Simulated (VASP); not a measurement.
Given:

```xyz
2
Lattice="0.0000 3.1897 3.1897 3.1897 0.0000 3.1897 3.1897 3.1897 0.0000" Properties=species:S:1:pos:R:3 pbc="T T T"
Te     3.1897     3.1897     3.1897
Pb     0.0000     0.0000     0.0000
```

Level of theory: PBE GGA with D3 dispersion (zero damping), VASP's PBE PAW potentials (set 64) (plane waves; VASP). Numerical set-up: 520 eV cut-off, 7×7×7 Γ-centred mesh, Gaussian smearing of 0.050 eV, potentials Te Pb_d.

Predict the energy per atom (σ→0), pressure.

| Item | Result |
|---|---|
| energy per atom (σ→0) | -4.007 eV/atom |
| pressure | 2.94 GPa |

Only differences to runs with the same potentials and settings are physical.

The compound is PbTe in the rock salt structure. This cell is one point of a volume scan, at 0.94 of the reference volume.
